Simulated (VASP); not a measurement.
Method: LDA (Ceperley-Alder, Perdew-Zunger), VASP's LDA PAW potentials (set 64) (plane waves; VASP).

Input for VASP

POSCAR:
```
FeAl
1.0
  2.7728115518   0.0000000000   0.0000000000
  0.0000000000   2.7728115518   0.0000000000
  0.0000000000   0.0000000000   2.7728115518
Al Fe
1 1
direct
  0.5000000000   0.5000000000   0.5000000000
  0.0000000000   0.0000000000   0.0000000000
```

**INCAR**
```
ENCUT  =  500   ! plane-wave cut-off (eV)
PSTRESS  =  100   ! kbar
ISMEAR  =  1
EDIFF  =  1E-6   ! SCF stop (eV)
ALGO  =  Normal   ! blocked Davidson
LCHARG  =  .FALSE.
NSW  =  40
IBRION  =  2
LASPH  =  .TRUE.
ISIF  =  3   ! ions, shape and volume
LREAL  =  .FALSE.   ! projection in real space or not
NELM  =  100
LWAVE  =  .FALSE.
SIGMA  =  0.1   ! width (eV)
SYSTEM  =  FeAl
PREC  =  Accurate
LMAXMIX  =  4
EDIFFG  =  -0.02   ! ionic stop
```

File KPOINTS:
```
Automatic mesh
0
G
  13 13 13
0 0 0
```

POTCAR, in this order: Al Fe (LDA.64 set). Program: vasp_std.

What VASP printed:

OSZICAR:
```
       N       E                     dE             d eps       ncg     rms          rms(c)
DAV:   1     0.317828226826E+02    0.31783E+02   -0.50804E+03  1512   0.127E+03
DAV:   2    -0.149303826992E+02   -0.46713E+02   -0.45164E+02  1520   0.185E+02
DAV:   3    -0.161594046085E+02   -0.12290E+01   -0.12050E+01  1854   0.411E+01
DAV:   4    -0.161796501650E+02   -0.20246E-01   -0.20229E-01  1998   0.470E+00
DAV:   5    -0.161800230875E+02   -0.37292E-03   -0.37290E-03  1846   0.521E-01    0.147E+01
DAV:   6    -0.173003224946E+02   -0.11203E+01   -0.60845E+01  1708   0.135E+02    0.149E+01
DAV:   7    -0.143489784219E+02    0.29513E+01   -0.28370E+01  1720   0.831E+01    0.256E+00
DAV:   8    -0.142956908696E+02    0.53288E-01   -0.21949E-01  1892   0.661E+00    0.125E+00
DAV:   9    -0.142788261539E+02    0.16865E-01   -0.34480E-02  1995   0.275E+00    0.299E-01
DAV:  10    -0.142785140204E+02    0.31213E-03   -0.54966E-04  1866   0.367E-01    0.165E-01
DAV:  11    -0.142784840570E+02    0.29963E-04   -0.25739E-05  1712   0.441E-02    0.110E-02
DAV:  12    -0.142784836212E+02    0.43581E-06   -0.12334E-06  1140   0.170E-02
   1 F= -.12947875E+02 E0= -.12947782E+02  d E =-.129479E+02
```

OUTCAR:
```
------------------------ aborting loop because EDIFF is reached ----------------------------------------
  FORCE on cell =-STRESS in cart. coord.  units (eV):
  Direction    XX          YY          ZZ          XY          YZ          ZX
  --------------------------------------------------------------------------------------
  Total        1.3386834      1.3386834      1.3386834      0.0000000     -0.0000000      0.0000000
  in kB      100.6068128    100.6068128    100.6068128      0.0000000     -0.0000000      0.0000000
  external PRESSURE =       0.6068128 kB  Pullay stress =     100.0000000 kB
  volume of cell :       21.32
      direct lattice vectors                 reciprocal lattice vectors
     2.772811552  0.000000000  0.000000000     0.360644776  0.000000000  0.000000000
     0.000000000  2.772811552  0.000000000     0.000000000  0.360644776  0.000000000
     0.000000000  0.000000000  2.772811552     0.000000000  0.000000000  0.360644776
 POSITION                                       TOTAL-FORCE (eV/Angst)
 -----------------------------------------------------------------------------------
      1.38641      1.38641      1.38641         0.000000      0.000000      0.000000
      0.00000      0.00000      0.00000         0.000000      0.000000      0.000000
 -----------------------------------------------------------------------------------
    total drift:                               -0.000000      0.000000     -0.000000
  FREE ENERGIE OF THE ION-ELECTRON SYSTEM (eV)
  ---------------------------------------------------
  free  energy   TOTEN  =       -14.2784836212 eV

  energy  without entropy=      -14.2782069294  energy(sigma->0) =      -14.27839139
  enthalpy is  TOTEN    =       -12.9478745445 eV   P V=        1.3306090768

 reached required accuracy - stopping structural energy minimisation
```
(Selected blocks of OUTCAR.)

**OUTCAR**
```
 val. band max:        8.8798409412   @ k =   0.4615   0.1538   0.0769

 cond. band min:       8.8969109935   @ k =   0.0769   0.0769   0.0000


 Fermi energy:         8.8804388540

 k-point     1 :       0.0000    0.0000    0.0000
  band No.  band energies     occupation
      1      -1.9769      2.00000
      2       6.2305      2.00000
      3       6.2305      2.00000
      4       9.0669     -0.02417
      5       9.0669     -0.02417
      6       9.0669     -0.02417
      7      16.0119      0.00000
      8      16.0119      0.00000
      9      16.0119      0.00000

 k-point     2 :       0.0769    0.0000    0.0000
  band No.  band energies     occupation
      1      -1.8568      2.00000
      2       6.2240      2.00000
      3       6.2698      2.00000
      4       8.9851     -0.05856
      5       8.9851     -0.05856
      6       9.0756     -0.01862
      7      15.0250      0.00000
      8      16.1891      0.00000
      9      16.1891      0.00000

 k-point     3 :       0.1538    0.0000    0.0000
  band No.  band energies     occupation
      1      -1.4996      2.00000
      2       6.1635      2.00000
      3       6.3811      2.00000
      4       8.7719      2.06371
      5       8.7719      2.06371
      6       9.0999     -0.00810
      7      13.4077      0.00000
      8      16.6898      0.00000
      9      16.6898      0.00000

 k-point     4 :       0.2308    0.0000    0.0000
  band No.  band energies     occupation
      1      -0.9153      2.00000
      2       5.9236      2.00000
      3       6.5445      2.00000
      4       8.4990      2.00000
      5       8.4990      2.00000
      6       9.1345     -0.00193
      7      11.9774      0.00000
      8      17.4462      0.00000
      9      17.4462      0.00000

 k-point     5 :       0.3077    0.0000    0.0000
  band No.  band energies     occupation
      1      -0.1203      2.00000
      2       5.3380      2.00000
      3       6.7273      2.00000
...
```

The compound is FeAl in the CsCl type structure. It was relaxed first under an external pressure of 10 GPa. The run is not spin-polarised, so no magnetic state was tried. The electron count is odd and the run is not spin-polarised, which forces a metal.
